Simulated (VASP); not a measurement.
Bi2Te3 (Tellurobismuthite):

```
Bi Te
1.0
     2.19300    1.26613   10.16567
    -2.19300    1.26613   10.16567
     0.00000   -2.53226   10.16567
Bi Te
2 3
Cartesian
  0.0000 0.0000 12.1988
  0.0000 0.0000 18.2982
  0.0000 0.0000 0.0000
  0.0000 0.0000 6.3891
  0.0000 0.0000 24.1079
```

* Program: VASP 6.6.1
* Task: relaxation of cell and atoms
* Functional: LDA
* Potentials or basis: VASP PAW LDA potentials, release 64 (Bi_d, Te)
* Cutoff: 600 eV
* k mesh: 7 × 7 × 7
* Occupations: gaussian, width 0.03 eV
* Spin: no spin polarisation

At the start: pressure -1.6 GPa; volume 33.87 Å³/atom.

Problem. How do energy, volume and symmetry change on relaxing?

Solution. Over 18 steps the energy falls by 5.9 meV/atom and the volume is 32.74 Å³/atom (-3.3 %); space group R-3m (No. 166, to 0.05 Å).

Step by step:
| step | energy change (eV) | largest force (eV/Å) | pressure (GPa) | volume (Å³) |
| --- | --- | --- | --- | --- |
| 1 | 0.0000 | 0.1544 | -1.64 | 169.36 |
| 2 | -0.0126 | 0.2403 | 1.32 | 161.01 |
| 3 | -0.0271 | 0.0678 | -0.02 | 164.44 |
| 4 | -0.0271 | 0.0728 | 0.00 | 164.34 |
| 5 | -0.0279 | 0.0540 | 0.02 | 164.19 |
| 6 | -0.0285 | 0.0364 | 0.04 | 163.93 |
| 7 | -0.0285 | 0.0415 | 0.04 | 163.91 |
| 8 | -0.0288 | 0.0381 | -0.03 | 164.11 |
| 9 | -0.0289 | 0.0355 | -0.12 | 164.31 |
| 10 | -0.0290 | 0.0271 | -0.10 | 164.21 |
| 11 | -0.0292 | 0.0269 | 0.00 | 163.92 |
| 12 | -0.0293 | 0.0284 | 0.00 | 163.89 |
| 13 | -0.0292 | 0.0316 | 0.00 | 163.84 |
| 14 | -0.0293 | 0.0271 | 0.00 | 163.79 |
| 15 | -0.0295 | 0.0133 | -0.01 | 163.66 |
| 16 | -0.0294 | 0.0142 | 0.03 | 163.38 |
| 17 | -0.0295 | 0.0008 | 0.03 | 163.53 |
| 18 | -0.0295 | 0.0078 | -0.02 | 163.71 |

Final structure:
```cif
data_structure
_symmetry_space_group_name_H-M 'P 1'
_symmetry_Int_Tables_number 1
_cell_length_a 10.2642
_cell_length_b 10.2642
_cell_length_c 10.2642
_cell_angle_alpha 24.516
_cell_angle_beta 24.516
_cell_angle_gamma 24.516
_cell_volume 163.71
loop_
_atom_site_label
_atom_site_type_symbol
_atom_site_fract_x
_atom_site_fract_y
_atom_site_fract_z
_atom_site_occupancy
Bi1 Bi 0.40033 0.40033 0.40033 1
Bi2 Bi 0.59967 0.59967 0.59967 1
Te1 Te 0.00000 0.00000 0.00000 1
Te2 Te 0.20869 0.20869 0.20869 1
Te3 Te 0.79131 0.79131 0.79131 1
```
